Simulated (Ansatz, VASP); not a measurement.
## TaTe in VASP and in Ansatz

```
CELL_PARAMETERS angstrom
3.35027 0.00000 0.00000
0.00000 3.35027 0.00000
0.00000 0.00000 3.35027
ATOMIC_POSITIONS crystal
Ta 0.50000 0.50000 0.50000
Te 0.00000 0.00000 0.00000
```

Change from the starting cell: volume scaled by 0.94.

Alike in both runs: task single point; functional PBE; k mesh 8 × 8 × 8; occupations fermi-dirac, width 0.05 eV; no spin polarisation.

|  | VASP | Ansatz |
| --- | --- | --- |
| version | VASP 6.6.1 | Ansatz 0.2.0 |
| potentials or method | VASP PAW PBE potentials, release 64 (Ta_pv, Te) | Ansatz PAW |
| plane-wave cutoff (eV) | 520 | 420 |
| valence electrons in the cell | 17 | 29 |

Ansatz gave:

```
gap on the k mesh at the Fermi level (eV) : none
pressure (GPa)                            : 10.4
```

Problem. What did VASP give for the same quantities?

Solution. gap on the k mesh at the Fermi level (eV): none; pressure (GPa): 10.5.

A gap of «none» marks a metal or a gap that the smearing closes. The functional is the same, so the differences come from potentials, cutoffs and numerics. The two sets of potentials don't hold the same shells in valence.

Spin-orbit coupling is left out, which matters for the levels of Ta, Te.
